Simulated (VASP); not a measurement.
Output of a VASP run:

### OSZICAR
```
       N       E                     dE             d eps       ncg     rms          rms(c)
DAV:   1     0.236328775362E+01    0.23633E+01   -0.42628E+03   608   0.861E+02
DAV:   2    -0.141508837060E+01   -0.37784E+01   -0.37485E+01   696   0.475E+01
DAV:   3    -0.143572380523E+01   -0.20635E-01   -0.20635E-01   800   0.408E+00
DAV:   4    -0.143577059291E+01   -0.46788E-04   -0.46788E-04   760   0.163E-01
DAV:   5    -0.143577064398E+01   -0.51065E-07   -0.51166E-07   784   0.423E-03    0.844E+00
DAV:   6    -0.144472923075E+01   -0.89586E-02   -0.10269E-03   680   0.297E-01    0.506E+00
DAV:   7    -0.145004169827E+01   -0.53125E-02   -0.21869E-03   672   0.458E-01    0.451E-02
DAV:   8    -0.145004178891E+01   -0.90639E-07   -0.39206E-05   616   0.625E-02    0.159E-02
DAV:   9    -0.145004287816E+01   -0.10892E-05   -0.63244E-06   744   0.249E-02    0.296E-03
DAV:  10    -0.145004221349E+01    0.66466E-06   -0.15814E-06   608   0.101E-02    0.285E-03
DAV:  11    -0.145004228112E+01   -0.67629E-07   -0.78855E-08   480   0.250E-03
   1 F= -.17476374E+01 E0= -.17476349E+01  d E =-.483303E-05
```

**OUTCAR**
```
------------------------ aborting loop because EDIFF is reached ----------------------------------------
 Edisp (eV)   -0.29760
  FORCE on cell =-STRESS in cart. coord.  units (eV):
  Direction    XX          YY          ZZ          XY          YZ          ZX
  --------------------------------------------------------------------------------------
  Total       0.05231     0.05231     0.05231     0.00000     0.00000    -0.00000
  in kB       2.27169     2.27169     2.27169     0.00000     0.00000    -0.00000
  external pressure =        2.27 kB  Pullay stress =        0.00 kB
  volume of cell :       36.89
      direct lattice vectors                 reciprocal lattice vectors
     0.000000000  2.642209303  2.642209303    -0.189235576  0.189235576  0.189235576
     2.642209303  0.000000000  2.642209303     0.189235576 -0.189235576  0.189235576
     2.642209303  2.642209303  0.000000000     0.189235576  0.189235576 -0.189235576
 POSITION                                       TOTAL-FORCE (eV/Angst)
 -----------------------------------------------------------------------------------
      0.00000      0.00000      0.00000         0.000000      0.000000      0.000000
 -----------------------------------------------------------------------------------
    total drift:                               -0.000000     -0.000000     -0.000000
  FREE ENERGIE OF THE ION-ELECTRON SYSTEM (eV)
  ---------------------------------------------------
  free  energy   TOTEN  =        -1.7476373580 eV

  energy  without entropy=       -1.7476325249  energy(sigma->0) =       -1.74763494
```
(Selected blocks of OUTCAR.)

File POSCAR:
```
Yb
1
    0.0000000000     2.6422093029     2.6422093029
    2.6422093029     0.0000000000     2.6422093029
    2.6422093029     2.6422093029     0.0000000000
Yb
1
Direct
  0.0000000000   0.0000000000   0.0000000000
```

Reconstruct the remaining input files.

One answer among several that fit: the input of the run itself, PBE GGA with D3 dispersion (Becke-Johnson damping), plane waves, VASP's PBE PAW potentials (set 64).

### INCAR
```
GGA = PE   # PBE
LCHARG = .False.
IVDW = 12   # D3, Becke-Johnson
SYSTEM = Yb
LREAL = .False.   # projection in real space or not
EDIFF = 1E-7
ISIF = 2   # forces and stress, cell fixed
NELM = 100
LMAXMIX = 6   # l cut-off of mixed one-centre charges
SIGMA = 0.05   # width (eV)
ENCUT = 520   # plane-wave cut-off (eV)
ISMEAR = 0   # Gaussian
LWAVE = .False.
ALGO = Normal
PREC = Accurate
LASPH = .True.   # aspherical one-centre terms
```

File KPOINTS:
```
Automatic mesh
0
Gamma
9 9 9
0 0 0
```

POTCAR, in this order: Yb_2 (PBE.64 set). Program: vasp_std.

The 4f electrons are frozen in the core of the lanthanide potential, so 4f levels, which can set the real gap, and their magnetism are missing.

The compound is Yb in the fcc structure. It was relaxed first, which changed the volume by -10 %.
